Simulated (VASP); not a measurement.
Here is the system:

```xyz
8
Lattice="-2.3499 2.3499 4.5998 2.3499 -2.3499 4.5998 2.3499 2.3499 -4.5998" Properties=species:S:1:pos:R:3 pbc="T T T"
Al     0.0000     2.3499     2.2999
Al     0.0000     0.0000     0.0000
In     2.3499     0.0000     2.2999
In     0.0000     0.0000     4.5998
N     -1.1749     1.3992     3.4499
N      1.3992     1.1749     5.7498
N      3.5248     0.9506    -1.1500
N      0.9506     1.1749     1.1500
```

Level of theory: PBEsol GGA, VASP's PBE PAW potentials (set 64) (plane waves; VASP). Run with 520 eV cut-off, Gaussian smearing of 0.050 eV, potentials Al In_d N.

Unless said otherwise, spin-orbit coupling is left out, though it shifts the bands of the heavy elements here.

Problem. Give the energies of bands 17 to 30 at the high-symmetry points, in eV from the valence-band maximum.

Solution. 
```csv
band,Γ,X,P,N,M,S,R
17,-4.36,-4.42,-5.06,-4.10,-3.14,-4.08,-4.34
18,-3.13,-4.42,-5.06,-3.47,-3.14,-3.42,-4.34
19,-3.09,-2.52,-1.62,-3.26,-2.20,-2.89,-2.46
20,-3.09,-2.52,-1.62,-3.17,-2.20,-2.81,-2.46
21,-2.99,-1.07,-1.49,-1.92,-1.72,-2.11,-1.43
22,-1.79,-1.07,-1.49,-1.91,-1.72,-1.78,-1.43
23,-1.79,-0.51,-0.77,-1.28,-1.39,-1.55,-0.65
24,-0.14,-0.51,-0.77,-1.25,-1.39,-1.50,-0.65
25,-0.14,-0.38,-0.37,-0.81,-0.82,-0.65,-0.53
26,0.00,-0.38,-0.37,-0.51,-0.82,-0.33,-0.53
27,1.37,4.21,4.36,4.42,3.61,4.01,4.30
28,2.97,4.21,4.36,4.57,3.61,4.93,4.30
29,5.84,6.31,6.03,5.72,3.79,5.01,6.13
30,5.85,6.31,6.03,6.13,3.79,5.22,6.13
```

The gap is direct, 1.37 eV, from the valence maximum at Γ to the conduction minimum at Γ.

The structure comes from a computed database's AlInN2 entry (I-42d); how it stands against other phases isn't given here. It was relaxed first.
